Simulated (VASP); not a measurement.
# A VASP study of PbO (Litharge) (PBEsol): structure first, properties next

What structure does PbO (Litharge) take at this level, and what are its properties? The steps: full relaxation (PBEsol), single point with fields (PBEsol), bands along the symmetry lines (PBEsol), density of states (PBEsol), optical spectrum (PBEsol), band structure (PBEsol + SOC), bands along the symmetry lines (HSE06) and band structure (TB-mBJ). The start is a cell from a database of measured crystal structures.

Program: VASP 6.6.1. Level of theory: PBEsol; plane waves and PAW (Pb_d, O), in the first sound run; inputs show where later runs differ. Results are calculated unless marked as measured.

The database entry behind the starting cell differs from later determinations by our own check (an axis about 0.4 % long against later determinations), so it need not match the best structure at ambient conditions.

### Step 1. The structure

Before any relaxation, the start is as follows. The structure is tetragonal, space group P4/nmm (No. 129). The conventional cell has a = 3.990 Å, b = 3.990 Å, c = 5.010 Å, α = 90.00°, β = 90.00°, γ = 90.00°. Pb has 4 O at 2.33 Å nearest. Nearest to O lie 4 Pb at 2.33 Å. Farther neighbours and most contacts between anions are not listed.

As a file:

```
Pb O
1.0
     3.99000    0.00000    0.00000
     0.00000    3.99000    0.00000
     0.00000    0.00000    5.01000
Pb O
2 2
Direct
  0.00000 0.50000 0.24000
  0.50000 0.00000 0.76000
  0.00000 0.00000 0.00000
  0.50000 0.50000 0.00000
```

### Step 2. Full relaxation (PBEsol)

The start need not lie at this functional's minimum. ISIF = 3 frees volume, shape and positions, and EDIFFG sets the threshold on forces and stress at which the search stops. PBEsol restores the gradient expansion of exchange and is tuned for the cells of solids.

Input file INCAR:

```
SYSTEM = PbO
PREC = Accurate
ENCUT = 520
EDIFF = 1E-06
NELM = 100
ISMEAR = 0
SIGMA = 0.05
LREAL = .FALSE.
ALGO = Normal
GGA = PS
NBANDS = 26
LORBIT = 11
LWAVE = .FALSE.
LCHARG = .FALSE.
KPAR = 4
IBRION = 2
NSW = 60
ISIF = 3
EDIFFG = -0.01
```

Input file POSCAR:

```
PbO
1.0
    3.9900000000      0.0000000000      0.0000000000
    0.0000000000      3.9900000000      0.0000000000
    0.0000000000      0.0000000000      5.0100000000
Pb O
2 2
Direct
    0.0000000000      0.5000000000      0.2400000000
    0.5000000000      0.0000000000      0.7600000000
    0.0000000000      0.0000000000      0.0000000000
    0.5000000000      0.5000000000      0.0000000000
```

Input file KPOINTS:

```
Automatic mesh
0
Gamma
6 6 5
0 0 0
```

Potentials, in the order of the species: Pb_d and O (PBE family, release 64).

Launch:

```
$ mpirun -np 4 vasp_std
```

The log of the run:

```text
[banner, memory and clock lines left out]
running    4 mpi-ranks, on    1 nodes
 distrk:  each k-point on    1 cores,    4 groups
 distr:  one band on    1 cores,    1 groups

 POSCAR found type information on POSCAR PbO
 POSCAR found :  2 types and       4 ions
|                                                                             |
|               ----> ADVICE to this user running VASP <----                  |
|                                                                             |
|     You enforced a specific xc type in the INCAR file but a different       |
|     [... a line on the potential file left out ...]
|     I HOPE YOU KNOW WHAT YOU ARE DOING!                                     |
|                                                                             |

 LDA part: xc-table for (Slater+PW92), standard interpolation
 POSCAR, INCAR and KPOINTS ok, starting setup
 FFT: planning ... GRIDC
 FFT: planning ... GRID_SOFT
 FFT: planning ... GRID
 WAVECAR not read
 entering main loop
       N       E                     dE             d eps       ncg     rms          rms(c)
DAV:   1     0.455361406619E+03    0.45536E+03   -0.20067E+04  1560   0.184E+03
DAV:   2     0.338864290304E+02   -0.42147E+03   -0.40926E+03  1630   0.465E+02
DAV:   3    -0.243720966572E+02   -0.58259E+02   -0.56780E+02  2062   0.187E+02
DAV:   4    -0.269130181211E+02   -0.25409E+01   -0.25307E+01  1868   0.409E+01
DAV:   5    -0.269835811781E+02   -0.70563E-01   -0.70495E-01  1844   0.712E+00    0.114E+01
DAV:   6    -0.231013915735E+02    0.38822E+01   -0.23536E+01  2340   0.403E+01    0.533E+00
DAV:   7    -0.229133779678E+02    0.18801E+00   -0.27609E+00  1974   0.124E+01    0.246E+00
DAV:   8    -0.228856190900E+02    0.27759E-01   -0.64394E-01  1758   0.536E+00    0.106E+00
DAV:   9    -0.228660790611E+02    0.19540E-01   -0.89539E-02  2510   0.251E+00    0.266E-01
DAV:  10    -0.228672290193E+02   -0.11500E-02   -0.13596E-02  1880   0.810E-01    0.739E-02
DAV:  11    -0.228671418159E+02    0.87203E-04   -0.17965E-03  2632   0.358E-01    0.646E-02
DAV:  12    -0.228670904912E+02    0.51325E-04   -0.27443E-04  2366   0.174E-01    0.204E-02
DAV:  13    -0.228670877203E+02    0.27710E-05   -0.59861E-05  1772   0.506E-02    0.100E-02
DAV:  14    -0.228670861233E+02    0.15969E-05   -0.79605E-06  1768   0.299E-02    0.153E-03
DAV:  15    -0.228670859294E+02    0.19392E-06   -0.12281E-06  1092   0.742E-03
   1 F= -.22867086E+02 E0= -.22867086E+02  d E =-.228671E+02
 curvature:   0.00 expect dE= 0.000E+00 dE for cont linesearch  0.000E+00
 trial: gam= 0.00000 g(F)=  0.803E-02 g(S)=  0.654E-02 ort = 0.000E+00 (trialstep = 0.100E+01)
 search vector abs. value=  0.146E-01
 bond charge predicted
       N       E                     dE             d eps       ncg     rms          rms(c)
DAV:   1    -0.229606182118E+02   -0.93532E-01   -0.54001E+00  2424   0.269E+01    0.196E+00
DAV:   2    -0.228809169089E+02    0.79701E-01   -0.42049E-01  2356   0.614E+00    0.608E-01
DAV:   3    -0.228694630356E+02    0.11454E-01   -0.39813E-02  2200   0.338E+00    0.252E-01
DAV:   4    -0.228680218942E+02    0.14411E-02   -0.11734E-02  2152   0.150E+00    0.724E-02
DAV:   5    -0.228680568854E+02   -0.34991E-04   -0.10115E-03  2354   0.323E-01    0.321E-02
DAV:   6    -0.228680824037E+02   -0.25518E-04   -0.13247E-04  2282   0.141E-01    0.997E-03
DAV:   7    -0.228680883994E+02   -0.59957E-05   -0.16223E-05  1826   0.321E-02    0.452E-03
DAV:   8    -0.228680884037E+02   -0.43347E-08   -0.16835E-06  1174   0.215E-02
   2 F= -.22868088E+02 E0= -.22868088E+02  d E =-.100247E-02
[... from here on, the cycles between the ionic steps are left out ...]
   3 F= -.22871031E+02 E0= -.22871031E+02  d E =-.394510E-02
   4 F= -.22871647E+02 E0= -.22871647E+02  d E =-.616283E-03
   5 F= -.22871936E+02 E0= -.22871936E+02  d E =-.904904E-03
   6 F= -.22871941E+02 E0= -.22871941E+02  d E =-.910271E-03
   7 F= -.22871927E+02 E0= -.22871927E+02  d E =-.896096E-03
   8 F= -.22871941E+02 E0= -.22871941E+02  d E =-.909539E-03
   9 F= -.22872038E+02 E0= -.22872038E+02  d E =-.970962E-04
  10 F= -.22872230E+02 E0= -.22872230E+02  d E =-.289144E-03
  11 F= -.22872160E+02 E0= -.22872160E+02  d E =-.219545E-03
  12 F= -.22872273E+02 E0= -.22872273E+02  d E =-.332228E-03
  13 F= -.22872309E+02 E0= -.22872309E+02  d E =-.363673E-04
  14 F= -.22872397E+02 E0= -.22872397E+02  d E =-.124370E-03
 curvature:  -1.46 expect dE=-0.367E-03 dE for cont linesearch -0.508E-04
 ZBRENT: increasing intervall
 opt :   0.6880  next Energy=   -22.872473 (dE=-0.200E-03)
 bond charge predicted
       N       E                     dE             d eps       ncg     rms          rms(c)
DAV:   1    -0.228767408798E+02   -0.43429E-02   -0.19122E-01  1940   0.508E+00    0.400E-01
DAV:   2    -0.228731551858E+02    0.35857E-02   -0.18259E-02  2022   0.123E+00    0.143E-01
DAV:   3    -0.228726099300E+02    0.54526E-03   -0.18722E-03  2174   0.733E-01    0.683E-02
DAV:   4    -0.228724905577E+02    0.11937E-03   -0.55157E-04  2324   0.317E-01    0.220E-02
DAV:   5    -0.228724839994E+02    0.65583E-05   -0.89008E-05  2278   0.115E-01    0.101E-02
DAV:   6    -0.228724815252E+02    0.24742E-05   -0.13167E-05  2182   0.452E-02    0.209E-03
DAV:   7    -0.228724815535E+02   -0.28356E-07   -0.12763E-06   832   0.111E-02
  15 F= -.22872482E+02 E0= -.22872482E+02  d E =-.208758E-03
 curvature:  -2.18 expect dE=-0.265E-04 dE for cont linesearch -0.578E-06
 trial: gam=-0.07837 g(F)=  0.837E-05 g(S)=  0.380E-05 ort = 0.324E-04 (trialstep = 0.193E+00)
 search vector abs. value=  0.314E-04
 reached required accuracy - stopping structural energy minimisation
```

Run time: 85 s. Hardware: 4 MPI ranks of Intel Xeon 6975P-C (Granite Rapids), shared host; peak memory 0.89 GiB.

The logs omit lines about the potential files and the build; timing stands in the text.

OUTCAR, selected parts (step 2):

```text
ion  position               nearest neighbor table
   1  0.000  0.500  0.240-   3 2.33   4 2.33   3 2.33   4 2.33   2 3.71   2 3.71   2 3.71   2 3.71
                             2 3.84   2 3.84   2 3.84   2 3.84
   2  0.500  0.000  0.760-   3 2.33   4 2.33   4 2.33   3 2.33   1 3.71   1 3.71   1 3.71   1 3.71
                             1 3.84   1 3.84   1 3.84   1 3.84
   3  0.000  0.000  0.000-   1 2.33   2 2.33   1 2.33   2 2.33
   4  0.500  0.500  0.000-   1 2.33   2 2.33   2 2.33   1 2.33

  LATTYP: Found a simple tetragonal cell.
 ALAT       =     3.9900000000
 C/A-ratio  =     1.2556390977

 Subroutine GETGRP returns: Found 16 space group operations
 (whereof  8 operations were pure point group operations)

The static configuration has the point symmetry D_2d.
 The point group associated with its full space group is D_4h.

 Found     30 irreducible k-points:

   k-points           NKPTS =     30   k-points in BZ     NKDIM =     30   number of bands    NBANDS=     26

   dimension x,y,z NGX =    30 NGY =   30 NGZ =   40
   dimension x,y,z NGXF=    60 NGYF=   60 NGZF=   80

   ENCUT  =  520.0 eV  38.22 Ry    6.18 a.u.   7.42  7.42  9.32*2*pi/ulx,y,z

   NELECT =      40.0000    total number of electrons

 k-points in reciprocal lattice and weights: Automatic mesh
   0.00000000  0.00000000  0.00000000       0.006
   0.16666667  0.00000000  0.00000000       0.022
   0.33333333  0.00000000  0.00000000       0.022
   0.50000000  0.00000000  0.00000000       0.011
   0.16666667  0.16666667  0.00000000       0.022
   0.33333333  0.16666667  0.00000000       0.044
   0.50000000  0.16666667  0.00000000       0.022
   0.33333333  0.33333333  0.00000000       0.022
   0.50000000  0.33333333  0.00000000       0.022
[...]
0.50000000  0.33333333  0.40000000       0.044
   0.50000000  0.50000000  0.40000000       0.011

 average (electrostatic) potential at core
       1 -91.1726       2 -91.1726       3 -69.4921       4 -69.4921

 E-fermi :   5.0591

 k-point     1 :       0.0000    0.0000    0.0000
  band No.  band energies     occupation
    ...
     16       0.5713      2.00000
     17       3.1683      2.00000
     18       3.1937      2.00000
     19       3.1937      2.00000
     20       4.8346      2.00000
     21       7.1148      0.00000
     22      10.1726      0.00000
     23      10.4947      0.00000
     24      10.4947      0.00000
     25      11.3690      0.00000
    ...

 k-point     2 :       0.1667    0.0000    0.0000
  band No.  band energies     occupation
    ...
     16       0.7379      2.00000
     17       2.6380      2.00000
     18       3.0059      2.00000
     19       3.1150      2.00000
     20       4.8298      2.00000
     21       7.8193      0.00000
     22       8.9899      0.00000
     23      10.5611      0.00000
     24      10.6378      0.00000
     25      10.7323      0.00000
    ...

 k-point     3 :       0.3333    0.0000    0.0000
  band No.  band energies     occupation
    ...
     16       1.1978      2.00000
     17       2.2100      2.00000
     18       2.5034      2.00000
     19       2.7547      2.00000
     20       4.2722      2.00000
     21       8.1100      0.00000
     22       8.4690      0.00000
     23      10.3728      0.00000
     24      11.0334      0.00000
     25      11.3661      0.00000
    ...

  Total       -0.0044657     -0.0044657      0.0165799      0.0000000      0.0000000      0.0000000
  in kB       -0.0890471     -0.0890471      0.3306094      0.0000000      0.0000000      0.0000000
  external PRESSURE =       0.0508384 kB  Pullay stress =       0.0000000 kB

  energy-cutoff  :      520.00
  volume of cell :       80.35
      direct lattice vectors                 reciprocal lattice vectors
     3.990321913  0.000000000  0.000000000     0.250606348  0.000000000  0.000000000
     0.000000000  3.990321913  0.000000000     0.000000000  0.250606348  0.000000000
     0.000000000 -0.000000000  5.046155100     0.000000000 -0.000000000  0.198170682

 POSITION                                       TOTAL-FORCE (eV/Angst)
 -----------------------------------------------------------------------------------
      0.00000      1.99516      1.18483        -0.000000     -0.000000      0.009312
      1.99516     -0.00000      3.86132        -0.000000      0.000000     -0.009312
      0.00000      3.99032      0.00000         0.000000     -0.000000      0.000000
      1.99516      1.99516      0.00000        -0.000000      0.000000      0.000000
 -----------------------------------------------------------------------------------
    total drift:                                0.000000      0.000000     -0.000000

  FREE ENERGIE OF THE ION-ELECTRON SYSTEM (eV)
  ---------------------------------------------------
  free  energy   TOTEN  =       -22.8724815535 eV

  energy  without entropy=      -22.8724815535  energy(sigma->0) =      -22.87248155

 reached required accuracy - stopping structural energy minimisation

 total charge
# of ion       s       p       d       tot
------------------------------------------
    1        1.366   0.628   9.877  11.872
    2        1.366   0.628   9.877  11.872
    3        1.574   3.371   0.000   4.946
    4        1.574   3.371   0.000   4.946
--------------------------------------------------
tot          5.882   7.999  19.755  33.635

[... 3 further parts left out ...]
```

CONTCAR:

```
PbO
   1.00000000000000
     3.9903219129655723    0.0000000000000000    0.0000000000000000
     0.0000000000000000    3.9903219129655723    0.0000000000000000
     0.0000000000000000   -0.0000000000000000    5.0461551002094769
  Pb              O
     2     2
Direct
     0.0000000000000000    0.5000000000000000    0.2347986345488485
     0.5000000000000000    0.0000000000000000    0.7652013654511516
     0.0000000000000000    1.0000000000000000    0.0000000000000000
     0.5000000000000000    0.5000000000000000    0.0000000000000000
```

The gap is read on the k-mesh alone, so it is an upper bound where the band edges lie off the mesh. The bonds form layers, held to each other by dispersion, which PBEsol lacks, so the spacing between them is unreliable. The PAW data sets were made with PBE, which is usual practice but a small mismatch for other functionals. The run keeps the 16 symmetry operations of its start, so it cannot find a distortion of lower symmetry.

The steps of the relaxation:

```tsv
step	energy less that of the first step (eV)	largest force (eV/Å)	pressure (GPa)	volume (Å³)
1	0.0000	0.2885	-0.83	79.76
2	-0.0010	0.1515	1.18	78.57
3	-0.0039	0.0562	0.25	79.12
4	-0.0046	0.0348	0.13	79.36
5	-0.0049	0.0123	0.03	79.62
6	-0.0049	0.0091	0.04	79.66
7	-0.0048	0.0027	0.00	79.73
8	-0.0049	0.0086	0.00	79.68
9	-0.0050	0.0002	0.04	79.72
10	-0.0051	0.0232	0.15	79.87
11	-0.0051	0.0699	0.30	80.15
12	-0.0052	0.0425	0.20	79.99
13	-0.0052	0.0401	0.20	80.02
14	-0.0053	0.0301	0.13	80.13
15	-0.0054	0.0093	0.01	80.35
```

```tsv
conventional cell, symmetrised	before	after	change
a (Å)	3.990	3.990	+0.0 %
b (Å)	3.990	3.990	+0.0 %
c (Å)	5.010	5.046	+0.7 %
volume (Å³/atom)	19.94	20.09	+0.7 %
```

The atoms that moved most (Å, as changes of fractional coordinates times the final cell):

```tsv
atom	dx	dy	dz	length
Pb1	0.000	0.000	-0.026	0.026
Pb2	0.000	0.000	0.026	0.026
```

The relaxed structure:

```cif
data_structure
_symmetry_space_group_name_H-M 'P 1'
_symmetry_Int_Tables_number 1
_cell_length_a 3.9903
_cell_length_b 3.9903
_cell_length_c 5.0462
_cell_angle_alpha 90.000
_cell_angle_beta 90.000
_cell_angle_gamma 90.000
_cell_volume 80.35
loop_
_atom_site_label
_atom_site_type_symbol
_atom_site_fract_x
_atom_site_fract_y
_atom_site_fract_z
_atom_site_occupancy
Pb1 Pb 0.00000 0.50000 0.23480 1
Pb2 Pb 0.50000 0.00000 0.76520 1
O3 O 0.00000 0.00000 0.00000 1
O4 O 0.50000 0.50000 0.00000 1
```

Numbers from this step:

| Item | Value |
| --- | --- |
| electrons | 40 |
| bands | 26 |
| irreducible k-points | 30 |
| symmetry operations | 16 |
| free energy (TOTEN) | -22.87 eV |
| Fermi energy | 5.059 eV |
| pressure | 0.005084 GPa |
| metallic | no |
| valence top at k | 0, 0, 0 |
| conduction bottom at k | 0.5, 0.5, 0 |
| least direct gap at k | 0, 0, 0.2 |
| SCF cycles over all ionic steps | 104 |
| gap on the k-mesh | 1.223 eV |
| least direct gap on the k-mesh | 2.219 eV |

It ends with a largest force of 0.009 eV/Å and a pressure of 0.01 GPa. The volume lies +0.7 % from that of the database's start.

(Part 1 of 5 ends here.)

[Lines on the potential files, build, host, timing and source positions are cut from VASP's logs without a mark.]

[Logs are printed without paths, hosts, clocks, repeated set-up lines and the standing remarks that a program may print on its own settings, such as how far it seeks lower states.]

[Hosts, paths, dates, database ids (printed as entryN), source tags and the programs' standing remarks are cut or masked in the printed files.]

[A measured line is paired with the nearest computed mode of its activity, which favours agreement.]
